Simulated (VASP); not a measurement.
Runs of VASP 6.6.1 on BaMgSbF. The structure is tetragonal, space group P4/nmm (No. 129). The conventional cell has a = 4.573 Å, b = 4.573 Å, c = 9.818 Å, α = 90.00°, β = 90.00°, γ = 90.00°. Around Ba (site symmetry 4mm) lie 4 F at 2.67 Å. Around Sb (site symmetry 4mm) lie 4 Mg at 2.86 Å. Mg (site symmetry -4m2) has 4 Sb at 2.86 Å and 4 Mg at 3.23 Å as nearest neighbours. F (site symmetry -4m2) has 4 Ba at 2.67 Å as nearest neighbours. The cell comes from a database or a generator and needn't be the stable form of this composition.

| level | potentials or basis | gap on the mesh (eV) | pressure (GPa) | relaxed volume (Å³/atom) | largest force (eV/Å) |
| --- | --- | --- | --- | --- | --- |
| LDA | VASP PAW LDA potentials, release 64 (Ba_sv, Sb, Mg, F) | 1.13 | 0.0 | 24.45 | 0.01 |
| RPBE | VASP PAW PBE potentials, release 64 (Ba_sv, Sb, Mg, F) | 1.30 | 0.0 | 28.01 | 0.01 |
| PBE | VASP PAW PBE potentials, release 64 (Ba_sv, Sb, Mg, F) | 1.22 | 0.0 | (c) | - |
| r2SCAN | VASP PAW PBE potentials, release 64 (Ba_sv, Sb, Mg, F) | 1.55 | 0.0 | 26.33 | - |
| PBEsol | VASP PAW PBE potentials, release 64 (Ba_sv, Sb, Mg, F) | 1.14 | 0.0 | 25.50 | 0.01 |
| PBE+D3(BJ) | VASP PAW PBE potentials, release 64 (Ba_sv, Sb, Mg, F) | 1.21 | 0.0 | (a) | 0.01 |
| AM05 | VASP PAW PBE potentials, release 64 (Ba_sv, Sb, Mg, F) | 1.14 | 0.0 | (b) | - |

Alike in all rows: task relaxation of cell and atoms; no spin polarisation; cell relaxed; k mesh 6 × 6 × 4; cutoff (eV) 600; smearing gaussian 0.03 eV.

Task: Fill in the values left out.

Result: (a) 25.68; (b) 25.88; (c) 26.77.

Caveats: spin-orbit coupling is left out, which moves the levels of the heavy elements; the PAW data sets were made with another functional, which shifts forces and pressure a little (some runs).

A k mesh can miss the band edges, and the runs leave out spin-orbit coupling on Ba, Sb.

Not every run made on this cell is shown here.
